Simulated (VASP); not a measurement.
Input:

```
MgI2
1.0
    2.02232    -3.50277     0.00000
    2.02232     3.50277     0.00000
    0.00000     0.00000     6.74211
Mg I
1 2
Direct
  0.00000   0.00000   0.00000
  0.33333   0.66667   0.24326
  0.66667   0.33333   0.75674
```

All values below come from PBE GGA with D4 dispersion, VASP's PBE PAW potentials (set 64) (plane waves; VASP). Settings: 520 eV cut-off, 6×6×4 Γ-centred mesh, Gaussian smearing of 0.050 eV, potentials Mg I.

Question: The ions and cell shape at fixed volume are relaxed. Predict the relaxed structure.

Answer: 
```
MgI2
1.0
    2.03994    -3.53328     0.00000
    2.03994     3.53328     0.00000
    0.00000     0.00000     6.62615
Mg I
1 2
Direct
  0.00000   0.00000   0.00000
  0.33333   0.66667   0.25223
  0.66667   0.33333   0.74777
```
Space group P-3m1 (164), at a tolerance of 0.03 Å.

Question: How much energy does the relaxation gain?

Answer: The energy (σ→0) changes by -7.2 meV/atom, in 5 ionic steps.

| step | E(σ→0) (eV) | max force (eV/Å) | pressure (GPa) | volume (Å³) |
|---|---|---|---|---|
| 1 | -8.5529 | 0.341 | 2.24 | 95.52 |
| 2 | -8.5626 | 0.235 | 1.93 | 95.52 |
| 3 | -8.5723 | 0.010 | 1.25 | 95.52 |
| 4 | -8.5741 | 0.001 | 1.21 | 95.52 |
| 5 | -8.5746 | 0.006 | 1.17 | 95.52 |

The compound is MgI2 in the 1T layered structure. This cell is one point of a volume scan, at 0.94 of the reference volume. Symmetry was kept, so distortions that lower it aren't found.
